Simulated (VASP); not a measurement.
Given:

```
CELL_PARAMETERS angstrom
      1.55093    -2.68629     0.00000
      1.55093     2.68629     0.00000
      0.00000     0.00000    12.06158
ATOMIC_POSITIONS crystal
  Mo 0.33333 0.66667 0.25000
  Mo 0.66667 0.33333 0.75000
  S  0.33333 0.66667 0.87743
  S  0.66667 0.33333 0.37743
  S  0.66667 0.33333 0.12257
  S  0.33333 0.66667 0.62257
```

Computed with optB86b-vdW, VASP's PBE PAW potentials (set 64) (plane waves; VASP). Numerical set-up: 520 eV cut-off, 8×8×2 Γ-centred mesh, Gaussian smearing of 0.050 eV, potentials Mo_sv S.

Q: The ions and cell shape at fixed volume are relaxed. What does this cell relax into?

A: 
```
CELL_PARAMETERS angstrom
      1.56704    -2.71418     0.00000
      1.56704     2.71418     0.00000
      0.00000     0.00000    11.81491
ATOMIC_POSITIONS crystal
  Mo 0.33333 0.66667 0.25000
  Mo 0.66667 0.33333 0.75000
  S  0.33333 0.66667 0.88299
  S  0.66667 0.33333 0.38299
  S  0.66667 0.33333 0.11701
  S  0.33333 0.66667 0.61701
```
Space group P6_3/mmc (194), at a tolerance of 0.03 Å.

Q: How much energy does the relaxation gain?

A: The energy (σ→0) changes by -21.5 meV/atom, in 8 ionic steps.

The compound is MoS2 in the 2H layered structure. This cell is one point of a volume scan, at 0.94 of the reference volume. Symmetry was kept, so distortions that lower it aren't found.
